Q: Five relaxations start from the same molybdenum cell, each with a different functional. They end at five different sizes. Which numbers should I compare?

Plane-wave PAW DFT with VASP 6.6.1, without spin polarisation, spin–orbit coupling or dispersion correction: full relaxation of the one-atom primitive cell of bcc Mo, with a 600 eV cutoff, an 18×18×18 k mesh and Gaussian smearing of 0.1 eV. Volume changes are relative to the shared starting cell (15.89 Å³); a, b and c are the primitive-cell edges.

```
functional                            potentials  volume change (%)  relaxed length a (Å)  relaxed length b (Å)  relaxed length c (Å)
       LDA  VASP PAW LDA potentials, recommended             -4.850               2.69820               2.69820               2.69820
       PBE  VASP PAW PBE potentials, recommended             -0.530               2.73840               2.73840               2.73840
    PBEsol  VASP PAW PBE potentials, recommended             -3.410               2.71170               2.71170               2.71170
      RPBE  VASP PAW PBE potentials, recommended              0.810               2.75060               2.75060               2.75060
    r2SCAN  VASP PAW PBE potentials, recommended             -1.210               2.73210               2.73210               2.73210
```

A: Compare the volumes, and treat the three relaxed lengths as one result. They are the edges of the primitive cell of a body-centred cubic crystal, so symmetry keeps them equal, and each is also the distance between nearest neighbours. The crystal can only swell or shrink as a whole. From smallest to largest, the order is LDA, PBEsol, r2SCAN, PBE, RPBE.

Q: PBE changes the cell least, by only −0.53 %. Doesn't that make it the most accurate?

A: No, because the volume change is counted from the cell that was handed to every run, and that cell is not a measurement. A small change means only that the functional agrees with the starting size. Accuracy has to be judged against a measured cell, and there LDA usually comes out too small and PBE often a little too large. The differences between the relaxed cells don't depend on where the runs began. I would therefore take LDA as the zero, since it has no gradient correction, and ask what each of the others adds to it.

Q: How much does PBE add?

A: Its edge is 2.7384 Å against 2.6982 Å in LDA, which is 1.5 % longer. Three equal edges turn that into a volume about 4.5 % larger. For a metal this is a lot: as a rough guide, molybdenum would have to be heated by a couple of thousand degrees to grow as much. Yet no atom has moved to a new kind of site, and no temperature enters the calculation.

Q: So what pushes the atoms apart?

A: The treatment of exchange, the part of the energy that comes from electrons of like spin keeping out of each other's way. LDA takes the exchange energy at each point from a uniform electron gas of the same density. A gradient-corrected functional also looks at how steeply the density varies there. Where the density is uneven, it makes the exchange energy more negative than LDA does.

Now stretch the crystal. The density between the atoms falls, and the gradient becomes larger in relation to it. The stretched crystal therefore gains more from the correction than the compact one. An energy that drops as the volume grows is an outward pressure, and the lattice expands until its own stiffness balances it. That is an argument from theory; the table shows its result, which is that every functional with a gradient correction gives a larger cell than LDA.

Q: Can I picture it as a weight hung on a spring?

A: Yes, with the gradient correction as the weight and the crystal as the spring. The extra length is the pull divided by the stiffness, so you need both to judge the effect. The picture has a limit: a weight pulls equally hard at any length, whereas the push from the functional changes with volume. Changing the functional also alters the spring a little. For expansions of a few per cent it is good enough for an estimate.

Q: Then how stiff is the spring?

A: The LDA run tells us, because it starts far from its own best volume. Near the minimum, the energy rises with the square of the displacement:

$$\Delta E=\frac{K\,(\Delta V)^2}{2V_0}$$

Here $\Delta E$ is the energy gained on relaxing, $V_0$ the relaxed volume of the cell and $\Delta V$ the distance from the starting volume. $K$ is the stiffness, the pressure needed per relative change of volume.

The LDA crystal gains 0.033 eV as it shrinks from 15.89 to 15.12 Å³, so $\Delta V$ is 0.77 Å³. Solving for the stiffness gives

$$K=\frac{2\times 15.12\times 0.033}{0.77^2}\approx 1.7\ \text{eV/Å}^3\approx 270\ \text{GPa}.$$

This is an average over the path, since a real crystal softens as it is stretched. I use the LDA row because the PBE run starts so close to its minimum that its energy gain is tiny, and a stiffness drawn from it is less certain.

Q: And the pull?

A: Multiply the stiffness by the expansion: 270 GPa times 0.045 is about 12 GPa. That is the tension you would have to apply to an LDA crystal to bring it to the PBE size. The gradient correction acts like a large pressure, and only because molybdenum is so stiff does the volume move by less than 5 %. One reservation applies to this step: the LDA run has its own potential for the atomic core, while the other four share one made for PBE. Part of the gap could come from that change, and these runs don't separate it.

Q: Does this matter to someone who only wants stresses in a coating?

A: Very much. If you relax a cell with one functional and compute the stress with another, you build in a pressure that no real sample has. Between LDA and PBE it is the 12 GPa we have just found. Even PBE and r2SCAN, the closest pair, differ by roughly 2 GPa on the same scale. The reference cell and the stress should come from the same functional.

Q: I see why a gradient correction expands the crystal. Why does RPBE expand it more than PBE?

A: This is the cleanest comparison in the table. The two functionals share the same correlation, the same potential and the same exchange for weak gradients. They differ only in how exchange goes on growing once the gradient is no longer weak: in PBE the growth begins to slow at smaller gradients, although both head for the same upper limit. RPBE nevertheless ends 1.34 percentage points higher in volume change, so molybdenum must contain regions of sizeable gradient that matter for its size.

Q: And PBEsol goes the other way?

A: Yes. PBEsol was designed for solids, with a weaker response of exchange to gentle gradients, a little over half that of PBE. A weaker response means a weaker outward push and a smaller cell. So the order LDA, PBEsol, PBE, RPBE is the order of increasing gradient correction to exchange.

Q: Could I turn that order into numbers?

A: You can try with a single measure of unevenness, the reduced gradient $s$. It compares the steepness of the density with the density itself and has no unit. Suppose that one typical value, $s=1$, stands for the whole crystal, and that the expansion over LDA is proportional to the extra exchange at that value. With rounded constants, the formulas of the functionals give about 10 % extra exchange for PBEsol, 17 % for PBE and 19 % for RPBE.

I set the scale with the PBE row, so that row agrees by construction. For PBEsol the model gives a volume 2.7 % above LDA, where the calculation gives 1.5 %. For RPBE it gives 5.1 %, where the calculation gives 5.9 %. The order is right, but the model draws the three functionals too close together.

Q: Would a better choice of $s$ repair it?

A: Not for PBEsol. Its exchange is weakest in comparison with PBE when $s$ is small, and even there it keeps more than half of the PBE value. The expansion it produces is only 0.33 of the PBE expansion. As long as exchange alone does the pushing, no single value of $s$ reaches that. One value of $s$ may be too crude for the whole crystal, the separate LDA potential may have shifted the zero, or something else pulls inwards.

Q: What could that be?

A: Correlation, the remaining part of the electrons' avoidance of each other. Its gradient correction has the opposite sign: in uneven regions it makes the correlation energy less negative, so it favours the compact crystal. On this account, the expansion is what remains of the outward push from exchange after the inward pull from correlation. In PBE the two are built to cancel where gradients are weak, so the net push has to come from steeper regions, where exchange wins.

Go from PBE to PBEsol with that in mind. The coefficient for exchange falls to a little over half, but the one for correlation falls only to about 0.7 of its PBE value. The push has weakened more than the pull, so what is left of the push shrinks by more than exchange alone would suggest. That is the direction of the miss.

The same subtraction helps with RPBE. It has the same correlation as PBE, so a similar pull is taken from both, and a modest difference in exchange becomes a larger difference in what remains. Theory gives the direction in both cases. How much correlation contributes would have to be tested by changing exchange and correlation separately, which these runs don't do.

Q: That leaves r2SCAN. Where does it belong on this scale?

A: It doesn't belong on a scale of gradients alone, and that makes it the irregular row. Its volume lies 84 % of the way from LDA to PBE. For gently varying densities its exchange follows the same weak gradient response as PBEsol, so on that ground you would place it beside PBEsol. It lands much closer to PBE.

Q: What does it know that the others don't?

A: It also uses the kinetic-energy density, which measures how strongly the orbitals themselves vary in space. Two regions can have the same density and the same gradient and still differ in this quantity, for instance when one is dominated by a single orbital and the other is shared by many. r2SCAN can treat them differently, while PBE and PBEsol have to treat them alike. This explains why it need not follow the gradient order. Which regions of the molybdenum crystal bring it so close to PBE is a question that the five volumes can't answer.

Q: Suppose I repeat the series for silver, in the same row of the periodic table. What should I expect?

A: Start again with push and stiffness. Silver is much softer than molybdenum, so a push of similar strength moves its lattice further. Calculations on silver do show a wider gap between LDA and PBE, with PBEsol again in between. The push itself won't be identical, because the density between the atoms is different, so carry over the order of LDA, PBEsol, PBE and RPBE, but not the size of the gaps. The place of r2SCAN has to be computed afresh, since the gradient argument doesn't fix it.
